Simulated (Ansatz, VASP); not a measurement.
# Cross-check of Ru ((11-22) twin boundary in hcp Ru) between VASP and Ansatz

Aim: how closely do two programs agree when they are given the same cell, functional and k mesh? The cell is taken from a series of runs on this material, whose earlier steps may have relaxed, scaled, displaced or heated it; both programs get it as it stands.

Program: Ansatz 0.2.0. Level of theory: plane waves, with VASP 6.6.1 beside it; single point at PBE. Results are calculated unless marked as measured.

## (1) Starting point

The cell holds 72 atoms: 72 Ru. Cell: a = 9.405 Å, b = 6.914 Å, c = 21.166 Å, α = 90.0°, β = 90.0°, γ = 132.9°. It derives from Ru. Two grains of Ru, one the mirror image of the other in the boundary plane, two boundaries a cell; of 6 trial joints (lateral shifts, openings, close atoms taken out) the lowest after a short relaxation with the MACE-MP-0b2 potential was kept (shift [0, 0] of the surface cell, opening 0.00 A, one of each pair under 1.88 A removed), then its atoms and the cell's length along the normal were relaxed with that potential. Lattice constants are starting values near those of PBE. The structure's axis is c.

## (2) Ansatz: single point, PBE

Ansatz runs on its default PAW (the set named soft_2) files.

A single point gives forces, pressure and levels at one fixed geometry, so differences don't come from the geometry; what else differs is listed under the comparison.

Input file input.yaml:

```yaml
crystal:
  lattice:
    - [9.40504, 0.0, 0.0]
    - [-4.70252, 5.06849, 0.0]
    - [0.0, 0.0, 21.16618]
  atoms:
    - { symbol: Ru, position: [0.15206, 0.30207, 0.0] }
    - { symbol: Ru, position: [0.31668, 0.80207, 0.0] }
    - { symbol: Ru, position: [0.46519, 0.43311, 0.05967] }
    - { symbol: Ru, position: [0.13458, 0.93311, 0.05967] }
    - { symbol: Ru, position: [0.28857, 0.57604, 0.1119] }
    - { symbol: Ru, position: [0.45414, 0.07604, 0.1119] }
    - { symbol: Ru, position: [0.10749, 0.71384, 0.16816] }
    - { symbol: Ru, position: [0.27302, 0.21384, 0.16816] }
    - { symbol: Ru, position: [0.42955, 0.85948, 0.22233] }
    - { symbol: Ru, position: [0.0966, 0.35948, 0.22233] }
    - { symbol: Ru, position: [0.25261, 0.00559, 0.27761] }
    - { symbol: Ru, position: [0.41965, 0.50559, 0.27761] }
    - { symbol: Ru, position: [0.07618, 0.15123, 0.33179] }
    - { symbol: Ru, position: [0.24172, 0.65123, 0.33179] }
    - { symbol: Ru, position: [0.39507, 0.28907, 0.38808] }
    - { symbol: Ru, position: [0.06067, 0.78907, 0.38808] }
    - { symbol: Ru, position: [0.21462, 0.43195, 0.44031] }
    - { symbol: Ru, position: [0.384, 0.93195, 0.44031] }
    - { symbol: Ru, position: [0.03247, 0.5629, 0.50002] }
    - { symbol: Ru, position: [0.19709, 0.0629, 0.50002] }
    - { symbol: Ru, position: [0.4652, 0.43311, 0.94032] }
    - { symbol: Ru, position: [0.13458, 0.93311, 0.94032] }
    - { symbol: Ru, position: [0.28857, 0.57605, 0.88811] }
    - { symbol: Ru, position: [0.45415, 0.07605, 0.88811] }
    - { symbol: Ru, position: [0.1075, 0.71386, 0.83184] }
    - { symbol: Ru, position: [0.27303, 0.21386, 0.83184] }
    - { symbol: Ru, position: [0.42956, 0.8595, 0.77767] }
    - { symbol: Ru, position: [0.0966, 0.3595, 0.77767] }
    - { symbol: Ru, position: [0.2526, 0.00558, 0.7224] }
    - { symbol: Ru, position: [0.41965, 0.50558, 0.7224] }
    - { symbol: Ru, position: [0.07618, 0.15123, 0.66823] }
    - { symbol: Ru, position: [0.24172, 0.65123, 0.66823] }
    - { symbol: Ru, position: [0.39507, 0.28906, 0.61195] }
    - { symbol: Ru, position: [0.06067, 0.78906, 0.61195] }
    - { symbol: Ru, position: [0.21462, 0.43195, 0.55972] }
    - { symbol: Ru, position: [0.38399, 0.93195, 0.55972] }
    - { symbol: Ru, position: [0.65206, 0.30207, 0.0] }
    - { symbol: Ru, position: [0.81668, 0.80207, 0.0] }
    - { symbol: Ru, position: [0.96519, 0.43311, 0.05967] }
    - { symbol: Ru, position: [0.63458, 0.93311, 0.05967] }
    - { symbol: Ru, position: [0.78857, 0.57604, 0.1119] }
    - { symbol: Ru, position: [0.95414, 0.07604, 0.1119] }
    - { symbol: Ru, position: [0.60749, 0.71384, 0.16816] }
    - { symbol: Ru, position: [0.77302, 0.21384, 0.16816] }
    - { symbol: Ru, position: [0.92955, 0.85948, 0.22233] }
    - { symbol: Ru, position: [0.5966, 0.35948, 0.22233] }
    - { symbol: Ru, position: [0.75261, 0.00559, 0.27761] }
    - { symbol: Ru, position: [0.91965, 0.50559, 0.27761] }
    - { symbol: Ru, position: [0.57618, 0.15123, 0.33179] }
    - { symbol: Ru, position: [0.74172, 0.65123, 0.33179] }
    - { symbol: Ru, position: [0.89507, 0.28907, 0.38808] }
    - { symbol: Ru, position: [0.56067, 0.78907, 0.38808] }
    - { symbol: Ru, position: [0.71462, 0.43195, 0.44031] }
    - { symbol: Ru, position: [0.884, 0.93195, 0.44031] }
    - { symbol: Ru, position: [0.53247, 0.5629, 0.50002] }
    - { symbol: Ru, position: [0.69709, 0.0629, 0.50002] }
    - { symbol: Ru, position: [0.9652, 0.43311, 0.94032] }
    - { symbol: Ru, position: [0.63458, 0.93311, 0.94032] }
    - { symbol: Ru, position: [0.78857, 0.57605, 0.88811] }
    - { symbol: Ru, position: [0.95415, 0.07605, 0.88811] }
    - { symbol: Ru, position: [0.6075, 0.71386, 0.83184] }
    - { symbol: Ru, position: [0.77303, 0.21386, 0.83184] }
    - { symbol: Ru, position: [0.92956, 0.8595, 0.77767] }
    - { symbol: Ru, position: [0.5966, 0.3595, 0.77767] }
    - { symbol: Ru, position: [0.7526, 0.00558, 0.7224] }
    - { symbol: Ru, position: [0.91965, 0.50558, 0.7224] }
    - { symbol: Ru, position: [0.57618, 0.15123, 0.66823] }
    - { symbol: Ru, position: [0.74172, 0.65123, 0.66823] }
    - { symbol: Ru, position: [0.89507, 0.28906, 0.61195] }
    - { symbol: Ru, position: [0.56067, 0.78906, 0.61195] }
    - { symbol: Ru, position: [0.71462, 0.43195, 0.55972] }
    - { symbol: Ru, position: [0.88399, 0.93195, 0.55972] }
kpoints:
  mp_grid: { grid: [3, 5, 1] }
hamiltonian:
  xc: pbe
scf:
  occupations: { method: fermi_dirac, width: 0.1 }
output:
  forces: true
```

On the command line:

```console
> ansatz run input.yaml --threads 6 --pin off --max-ram 102400MiB --backend cuda --events-out ev --progress --plain --runs-dir out
```

Numbers of over 12 decimals in the logs are rounded to 6 here.

The log of the run:

```text
Warning: the atoms were moved onto the symmetric positions of the space group found under crystal.symmetry.tolerance 1.0e-5 (fractional; no operation is sought that the atoms, as they stand in a round, miss by more than twice it, and no atom is moved by as much as it), and the run uses the moved positions. Before a round's move an operation carried an atom to 1.10e-4 Å from where it should land, the largest such dist [...]
Warning: crystal.symmetry: narrowed to the stabiliser of the k-point mesh — unitary ops 4 → 2; excluded 2 operations that carry a point of the 3×5×1 mesh (shift [0, 0, 0]) off the mesh (the run samples exactly the mesh kpoints.mp_grid names, as under crystal.symmetry.detect: false, and its converged state has the mesh's symmetry, not the crystal's; ε∞, the Born charges and the force constants of a linear response (`dielectric:` by the response, `phonons.method: dfpt`) are averaged over those of the crystal's operations that the state keeps within a tolerance, where `mesh_tensors`, `unaveraged_element` or `gamma_mean_max_change_ev_ang2` stands beside them; [rest of the remark cut]
Engine: ansatz 0.2.0, x86_64-unknown-linux-gnu
Pseudopotentials: kind: paw
Pseudopotential: Ru, paw, valence charge 16, recommended cutoff 420 eV (normal), Ru.paw.azcp
Functional definition: PBE
  parameter kappa = 0.804
  parameter beta = 0.066725
  exchange = pbe_x(kappa = kappa, mu = beta*pi^2/3)
  correlation = pbe_c(beta = beta)
concurrent solve slots: 4 of 6 are kept, ahead of what memory takes: no pass of the eigensolver takes more rounds on 4
device memory: the entry about to start is reckoned to put 21.0 GiB on a device that reports 78.6 GiB free
GPU FFT provider: cuFFT
GPU libraries: cuBLAS 13.8.2, cuFFT 12.4.0, cuSOLVER 12.3.4
Crystal: 72 atoms, lattice volume = 1008.978 Å³
Basis set: ecut = 420 eV, 19757 PW (Γ), exchange–correlation on 128×96×288 points (8 copies of the dense FFT grid, shifted against one another)
Bands: 692, of which v1, the nominal top of the filled ones, is band 576 counted from 1 (575 counted from 0)
Symmetry: 2 space group operations
k-points: 8 of 15 (time reversal used)
Non-local potential: Ru, projectors of the file, l = 0: 3, l = 1: 2, l = 2: 2, l = 3: 1
PAW form: soft (Blöchl's): semilocal exchange-correlation on the pseudo side does not see the compensation charge
PAW one-centre angular grid: Ru, 590 points (default); XC on 64 Gauss nodes
Initial density: superposition of atomic densities (neutral atoms: chi_scale 0, normalization atom), corrected by the library's trained network
Initial wavefunctions: pseudopotential atomic-orbital guess
GPU buffer pool allocated for 442368 grid points (all kernels)
GPU transforms: local potential and band sums: pruned to the plane-wave sphere, on 64×45×144
Functional: x = pbe(κ = 0.804, μ = 0.219515), c = pbe(β = 0.066725)
SCF iter   1: F=—  HF=-423261.765689 eV  |F-HF|=—  |Δ(HF+E_count)|=         —  Δρ=8.31e-3  dr2=3.12e-1  ethr=1.77e-3  ⟨swp⟩=5.0  Hψ=16238  notcnv=0  defer=5
preconditioner: auto → Kerker (q_TF=auto, 2.789 Å⁻¹)  [metal: Δε(μ)=0.003 eV  Ē_g=4.647 eV  σ=0.100 eV  W_gap=0.01  n_scr=358 (ndim 8)  ℏωp=28.1 eV  f_vac=0.000  D(μ)=64.69/eV (n_scr^D=674)]
SCF iter   2: F=—  HF=-423261.872569 eV  |F-HF|=—  |Δ(HF+E_count)|=   1.07e-1  Δρ=4.62e-3  dr2=9.12e-2  ethr=2.71e-5  ⟨swp⟩=2.0  Hψ=10747  notcnv=0  defer=50
SCF iter   3: F=—  HF=-423261.909264 eV  |F-HF|=—  |Δ(HF+E_count)|=   3.67e-2  Δρ=4.83e-4  dr2=1.55e-3  ethr=7.92e-6  ⟨swp⟩=2.0  Hψ=7765  notcnv=0  defer=50
SCF iter   4: F=—  HF=-423261.905996 eV  |F-HF|=—  |Δ(HF+E_count)|=   3.27e-3  Δρ=1.01e-4  dr2=1.61e-4  ethr=1.34e-7  ⟨swp⟩=2.0  Hψ=9987  notcnv=0  defer=50
SCF iter   5: F=—  HF=-423261.911680 eV  |F-HF|=—  |Δ(HF+E_count)|=   5.68e-3  Δρ=3.15e-5  dr2=1.76e-5  ethr=1.40e-8  ⟨swp⟩=1.0  Hψ=5449  notcnv=0  defer=50
SCF iter   6: F=—  HF=-423261.911920 eV  |F-HF|=—  |Δ(HF+E_count)|=   2.40e-4  Δρ=6.12e-6  dr2=3.92e-7  ethr=1.53e-9  ⟨swp⟩=2.0  Hψ=7615  notcnv=0  defer=50
SCF iter   7: F=-423261.911920 eV  HF=-423261.911920 eV  |F-HF|=2.32e-8  |Δ(HF+E_count)|=   5.70e-9  Δρ=1.21e-6  dr2=3.08e-8  ethr=8.68e-12  ⟨swp⟩=3.5  Hψ=14945  notcnv=0
SCF 1 converged in 7 iterations: F = -423261.911920 eV  dr2 = 3.08e-8
  greatest PAW one-centre occupation: 0.998 electrons in one spin orbital (limit 2), on the Ru atom at site 56 (counted from 0), in its partial waves of l = 0
SCF converged after 7 iterations
Free energy (F): -423261.911920 eV
Harris-Foulkes:  -423261.911920 eV  (|F-HF|=2.32e-8)
Internal energy: -423259.749832 eV  (E = F + TS)
E sigma→0 (E₀):  -423260.830876 eV
Entropy (-TS):   -2.162088 eV (-30.029 meV/atom)
Fermi energy:    22.654818 eV
--- Per-component energies (eV) ---
  E_band       = -4748.306606
  E_kinetic    = 36970.643918
  E_local      = -93588.494852  (includes V_loc(G=0)·N_el)
  E_nonlocal   = 24696.432678
  E_hartree    = 30163.740796
  E_xc         = -13701.746050
  E_vxc        = -17200.282582  (∫ρ·V_xc dr)
  E_paw        = -249168.601642  (= ΣΔE_a)
  E_vpaw       = -15954.066180  (= ΣTr[D̂ρ^β])
  E_aug_tail   = -0.013165  (compensation charges beyond the density's cutoff)
  E_ewald      = -158631.711514
  E_smearing   = -2.162088  (= −TS)
  E_closure    = -0.000000  (closes the sum)
  Σ components = -423261.911920   (vs F -423261.911920, Δ=0.00e0)
--- Forces (eV/Å), atoms counted from 1 ---
  atom   1  Ru     0.13752879    -0.46374845     0.00035171
  atom   2  Ru    -0.13218325    -0.46875900     0.00037637
  atom   3  Ru     0.38171024     0.11938005     0.10206693
  atom   4  Ru    -0.39772395     0.12701738     0.08766639
  atom   5  Ru     0.10145594     0.02997396     0.00136303
  atom   6  Ru    -0.09483768     0.03026525     0.00963761
  atom   7  Ru    -0.06280836     0.16696265     0.00233213
  atom   8  Ru     0.06129761     0.16709879     0.00834481
  atom   9  Ru    -0.01191587    -0.03052925    -0.06133563
  atom  10  Ru     0.00839909    -0.04044414    -0.06530906
  atom  11  Ru    -0.00940943     0.04054567     0.07230912
  atom  12  Ru     0.01293913     0.03064968     0.06837363
  atom  13  Ru    -0.06125084    -0.16677680    -0.00348350
  atom  14  Ru     0.06276508    -0.16666117     0.00253073
  atom  15  Ru     0.09679123    -0.03179229    -0.00982355
  atom  16  Ru    -0.10337800    -0.03150878    -0.00153034
  atom  17  Ru     0.39790073    -0.12727444    -0.08258026
  atom  18  Ru    -0.38192420    -0.11963176    -0.09698146
  atom  19  Ru     0.13322974     0.47149432    -0.00135178
  atom  20  Ru    -0.13857625     0.46645024    -0.00134739
  atom  21  Ru     0.38111819     0.11991861    -0.09970105
  atom  22  Ru    -0.39714101     0.12754973    -0.08530687
  atom  23  Ru     0.10188509     0.02949839    -0.00341903
  atom  24  Ru    -0.09526452     0.02979962    -0.01169999
[...]
atom  65  Ru    -0.00839529     0.04119638    -0.07088839
  atom  66  Ru     0.01192635     0.03128939    -0.06695341
  atom  67  Ru    -0.06118592    -0.16690875     0.00249688
  atom  68  Ru     0.06270236    -0.16679273    -0.00353931
  atom  69  Ru     0.09672162    -0.03163811     0.00781770
  atom  70  Ru    -0.10331384    -0.03134776    -0.00047215
  atom  71  Ru     0.39719995    -0.12710431     0.08082176
  atom  72  Ru    -0.38123088    -0.11945730     0.09522987
  max |Σ_I F_I| component: 3.00e-6 eV/Å
```

Reading the cycles: dr2 is the Hartree energy of the density residual (eV), the measure of convergence; HF is the Harris–Foulkes estimate of the energy, which meets the free energy F at convergence.

[end of part 1 of 2]

[Lines on the potential files, build, host, timing and source positions are cut from VASP's logs without a mark.]

[Logs are printed without paths, hosts, clocks, repeated set-up lines and the standing remarks that a program may print on its own settings, such as how far it seeks lower states.]

[Hosts, paths, dates, database ids (printed as entryN), source tags and the programs' standing remarks are cut or masked in the printed files.]
